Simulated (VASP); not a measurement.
Level of theory: PBE GGA, VASP's PBE PAW potentials (set 64) (plane waves; VASP).

A VASP calculation is set up with these files.

File POSCAR:
```
C
1
    2.2171940000     0.0000000000     0.0000000000
   -1.1085960000     1.9201450000     0.0000000000
    0.0000000000     0.0000000000     3.5998210000
C
2
Direct
  0.3333330000   0.6666670000   0.2500000000
  0.6666670000   0.3333330000   0.7500000000
```

File KPOINTS:
```
Regular mesh
0
Gamma
17 17 9
0 0 0
```

INCAR:
```
! general
SYSTEM=C
PREC  =Accurate
ENCUT =400
LREAL =.FALSE.
LASPH =.TRUE.

! electronic loop
EDIFF =1E-6
NELM  =100
ALGO  =Normal

! smearing
ISMEAR=0
SIGMA =0.05

! functional
GGA   =PE

! ions
ISIF  =2

! output
LWAVE =.FALSE.
LCHARG=.FALSE.
```

POTCAR, in this order: C (PBE.64 set). Program: vasp_std.

Output of the run:

### OUTCAR
```
 ion  position               nearest neighbor table
   1  0.333  0.667  0.250-
   2  0.667  0.333  0.750-
  LATTYP: Found a hexagonal cell.
 ALAT       =     2.2171940000
 C/A-ratio  =     1.6235931542
 Subroutine PRICEL returns:
 Original cell was already a primitive cell.
 Subroutine GETGRP returns: Found 24 space group operations
The static configuration has the point symmetry D_3d.
 The point group associated with its full space group is D_6h.
The dynamic configuration has the point symmetry D_3d.
 Subroutine INISYM returns: Found 24 space group operations
 Subroutine IBZKPT returns following result:
 Found    165 irreducible k-points:

 Following reciprocal coordinates:
            Coordinates               Weight
  0.000000  0.000000  0.000000      1.000000
  0.058824  0.000000  0.000000      6.000000
  0.117647  0.000000  0.000000      6.000000
  0.176471  0.000000  0.000000      6.000000
  0.235294  0.000000  0.000000      6.000000
  0.294118  0.000000  0.000000      6.000000
  0.352941 -0.000000  0.000000      6.000000
...
```

### OSZICAR
```
       N       E                     dE             d eps       ncg     rms          rms(c)
DAV:   1     0.120670551430E+01    0.12067E+01   -0.38905E+03  2800   0.749E+02
DAV:   2    -0.934757338523E+01   -0.10554E+02   -0.99736E+01  4376   0.777E+01
DAV:   3    -0.943441756853E+01   -0.86844E-01   -0.85820E-01  2640   0.905E+00
DAV:   4    -0.943457194660E+01   -0.15438E-03   -0.15438E-03  2664   0.353E-01
DAV:   5    -0.943457236464E+01   -0.41804E-06   -0.41782E-06  2640   0.173E-02    0.118E+00
DAV:   6    -0.943011547833E+01    0.44569E-02   -0.58052E-03  2640   0.613E-01    0.656E-01
DAV:   7    -0.942931860424E+01    0.79687E-03   -0.76223E-03  2640   0.711E-01    0.587E-02
DAV:   8    -0.942940786856E+01   -0.89264E-04   -0.90195E-05  2640   0.100E-01    0.568E-03
DAV:   9    -0.942940793323E+01   -0.64669E-07   -0.18703E-07  1520   0.492E-03
   1 F= -.94294079E+01 E0= -.94291931E+01  d E =-.429755E-03
```

OUTCAR:
```
------------------------ aborting loop because EDIFF is reached ----------------------------------------
  FORCE on cell =-STRESS in cart. coord.  units (eV):
  Direction    XX          YY          ZZ          XY          YZ          ZX
  --------------------------------------------------------------------------------------
  Total       -1.6138345     -1.6138323     -1.1972363     -0.0000008      0.0000000      0.0000000
  in kB     -168.7139369   -168.7137033   -125.1618094     -0.0000879      0.0000000      0.0000000
  external PRESSURE =    -154.1964832 kB  Pullay stress =       0.0000000 kB
  volume of cell :       15.33
      direct lattice vectors                 reciprocal lattice vectors
     2.217194000  0.000000000  0.000000000     0.451020524  0.260396766  0.000000000
    -1.108596000  1.920145000  0.000000000     0.000000000  0.520794003  0.000000000
     0.000000000  0.000000000  3.599821000     0.000000000  0.000000000  0.277791590
 POSITION                                       TOTAL-FORCE (eV/Angst)
 -----------------------------------------------------------------------------------
     -0.00000      1.28010      0.89996        -0.000000      0.000000      0.000000
      1.10860      0.64005      2.69987         0.000000     -0.000000      0.000000
 -----------------------------------------------------------------------------------
    total drift:                                0.000042     -0.000024      0.000060
  FREE ENERGIE OF THE ION-ELECTRON SYSTEM (eV)
  ---------------------------------------------------
  free  energy   TOTEN  =        -9.4294079332 eV

  energy  without entropy=       -9.4289781786  energy(sigma->0) =       -9.42919306
```
(Selected blocks of OUTCAR.)

At this cut-off the stress carries a Pulay error, which pulls relaxed volumes low.

The structure was generated: C was put into an ordered model structure, which need not be its known phase. The cell was not relaxed at this level.
